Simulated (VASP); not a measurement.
Input:

```yaml
crystal:
  lattice:
    - [1.80971, -3.13450, 0.00000]
    - [1.80971, 3.13450, 0.00000]
    - [0.00000, 0.00000, 5.85841]
  atoms:
    - { symbol: Hf, position: [0.00000, 0.00000, 0.00000] }
    - { symbol: S, position: [0.33333, 0.66667, 0.24743] }
    - { symbol: S, position: [0.66667, 0.33333, 0.75257] }
```

Method: PBE GGA with D3 dispersion (zero damping), VASP's PBE PAW potentials (set 64) (plane waves; VASP). Run with 520 eV cut-off, 8×8×4 Γ-centred mesh, tetrahedra with Blöchl corrections, potentials Hf_pv S.

The cores are frozen, which limits the accuracy of field gradients.

Give the principal components of the electric field gradient (V/Å²) and the asymmetry η at each nucleus.

| atom | Vxx | Vyy | Vzz | η |
|---|---|---|---|---|
| Hf1 | 13.1 | 13.1 | -26.2 | 0.00 |
| S2 | 1.2 | 1.2 | -2.4 | 0.00 |
| S3 | 1.2 | 1.2 | -2.4 | 0.00 |

The compound is HfS2 in the 1T layered structure. It was relaxed first.
